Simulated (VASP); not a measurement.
An input for Quantum ESPRESSO's pw.x (written as the equivalent of a VASP run, and not itself run):

```
&CONTROL
  calculation = 'vc-relax'
  pseudo_dir = './pseudo'
  outdir = './out'
  tprnfor = .true.
  tstress = .true.
  nstep = 30
  forc_conv_thr = 0.00039
/
&SYSTEM
  ibrav = 0
  nat = 2
  ntyp = 1
  ecutwfc = 72
  occupations = 'smearing'
  smearing = 'methfessel-paxton'
  degauss = 0.00735
  input_dft = 'pw91'
/
&ELECTRONS
  conv_thr = 7.3e-09
  electron_maxstep = 100
/
&IONS
/
&CELL
  cell_dofree = 'shape'
/
ATOMIC_SPECIES
  Re 186.207 Re.upf
CELL_PARAMETERS angstrom
     1.4187428   -2.4573344    0.0000000
     1.4187428    2.4573344    0.0000000
     0.0000000    0.0000000    4.5792636
ATOMIC_POSITIONS crystal
  Re   0.3333330  0.6666670  0.2500000
  Re   0.6666670  0.3333330  0.7500000
K_POINTS automatic
  15 15 8 0 0 0
```

Problem. Translate this input to VASP (INCAR, KPOINTS, POSCAR, choice of POTCAR).

Solution. One answer among several that fit: 
### INCAR
```
# general
SYSTEM  = Re
PREC    = Accurate
ENCUT   = 520
LREAL   = .FALSE.   # projection in real space or not
LASPH   = .TRUE.   # aspherical one-centre terms

# electronic loop
EDIFF   = 1E-7
NELM    = 100   # most electronic steps
ALGO    = Normal   # blocked Davidson
LMAXMIX = 6

# smearing
ISMEAR  = 1   # Methfessel-Paxton
SIGMA   = 0.1   # width (eV)

# functional
GGA     = 91   # PW91

# ions
IBRION  = 2   # conjugate gradients
NSW     = 30
ISIF    = 4
EDIFFG  = -0.01   # ionic stop

# output
LWAVE   = .FALSE.
LCHARG  = .FALSE.
```

### KPOINTS
```
kpoints
0
G
 15 15 8
0 0 0
```

POSCAR:
```
Re
1
    1.4187427625    -2.4573344279     0.0000000000
    1.4187427625     2.4573344279     0.0000000000
    0.0000000000     0.0000000000     4.5792635601
Re
2
Direct
  0.3333330000   0.6666670000   0.2500000000
  0.6666670000   0.3333330000   0.7500000000
```

POTCAR, in this order: Re (PBE.64 set). Program: vasp_std.

Limits of the translation: the potentials are each code's own (VASP's PAW set, PseudoDojo norm-conserving files in pw.x), so ENCUT and ecutwfc are chosen apart and not converted; conv_thr bounds pw.x's estimated SCF error, while EDIFF bounds the energy change between steps; forc_conv_thr acts on force components and is met together with etot_conv_thr.

The compound is Re in the hcp structure. This cell is one point of a volume scan, at 1.06 of the reference volume. Symmetry was kept, so distortions that lower it aren't found.
